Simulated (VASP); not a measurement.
The system is Ta3AsAu2O13.

```xyz
19
Lattice="6.0844 0.0000 0.0000 -3.0422 5.2693 0.0000 0.0000 0.0000 8.3958" Properties=species:S:1:pos:R:3 pbc="T T T"
Ta    3.0422    0.0000    0.0000
Ta   -1.5211    2.6346    0.0000
Ta    1.5211    2.6346    0.0000
As    0.0000    0.0000    0.0000
Au    0.0000    3.5129    4.1979
Au    3.0422    1.7564    4.1979
O    -1.5645    4.4161    4.1979
O     0.0000    1.7063    4.1979
O     1.5645    4.4161    4.1979
O     4.6067    0.8532    4.1979
O     3.0422    3.5629    4.1979
O     1.4777    0.8532    4.1979
O     0.0000    3.5129    2.3184
O     0.0000    3.5129    6.0774
O     3.0422    1.7564    6.0774
O     3.0422    1.7564    2.3184
O     0.0000    3.5129    0.0000
O     3.0422    1.7564    0.0000
O     0.0000    0.0000    4.1979
```

The cell was built by a generator and needn't be a form met in nature.

| Property | Result |
| --- | --- |
| Program | VASP 6.6.1 |
| Task | relaxation of cell and atoms |
| Functional | PBE |
| Potentials or basis | VASP PAW PBE potentials, release 64 (Ta_pv, As, Au, O) |
| Cutoff | 520 eV |
| k mesh | 3 × 3 × 2 |
| Occupations | gaussian, width 0.15 eV |
| Spin | no spin polarisation |

At the start: pressure 42.4 GPa; volume 14.17 Å³/atom.

**Question.** Where does the relaxation end?

**Answer.** Over 12 steps the energy falls by 551.8 meV/atom and the volume is 16.50 Å³/atom (+16.5 %); space group P6/mmm (No. 191, to 0.05 Å).

The path:
| step | energy change (eV) | largest force (eV/Å) | pressure (GPa) | volume (Å³) |
| --- | --- | --- | --- | --- |
| 1 | 0.0000 | 4.3611 | 42.45 | 269.18 |
| 2 | 3.9825 | 1.1240 | -24.00 | 435.54 |
| 3 | -9.9163 | 1.0949 | -4.77 | 333.83 |
| 4 | -9.9916 | 1.2694 | -3.05 | 329.20 |
| 5 | -9.9985 | 1.3504 | -1.91 | 326.95 |
| 6 | -10.4083 | 0.6480 | -1.33 | 319.21 |
| 7 | -10.4806 | 0.0800 | -0.33 | 314.48 |
| 8 | -10.4810 | 0.0942 | -0.28 | 314.73 |
| 9 | -10.4812 | 0.1305 | 0.05 | 314.98 |
| 10 | -10.4609 | 0.3995 | -0.87 | 317.09 |
| 11 | -10.4803 | 0.1517 | -0.43 | 315.21 |
| 12 | -10.4844 | 0.0611 | 0.43 | 313.48 |

Final structure:
```
CELL_PARAMETERS angstrom
6.66172 0.00000 0.00000
-3.33086 5.76922 0.00000
0.00000 0.00000 8.15657
ATOMIC_POSITIONS crystal
Ta 0.50000 0.00000 0.00000
Ta 0.00000 0.50000 0.00000
Ta 0.50000 0.50000 0.00000
As 0.00000 0.00000 0.00000
Au 0.33333 0.66667 0.50000
Au 0.66667 0.33333 0.50000
O 0.16221 0.83779 0.50000
O 0.16221 0.32441 0.50000
O 0.67559 0.83779 0.50000
O 0.83779 0.16221 0.50000
O 0.83779 0.67559 0.50000
O 0.32441 0.16221 0.50000
O 0.33333 0.66667 0.25553
O 0.33333 0.66667 0.74447
O 0.66667 0.33333 0.74447
O 0.66667 0.33333 0.25553
O 0.33333 0.66667 0.00000
O 0.66667 0.33333 0.00000
O 0.00000 0.00000 0.50000
```

Caveat: the k mesh is coarse (spacing up to 0.40 Å⁻¹), so the values aren't converged; the volume moved by over 15 % at a fixed basis, so the end points are rough; the relaxation stopped at a loose force limit of 0.08 eV/Å, so its end isn't a converged minimum.
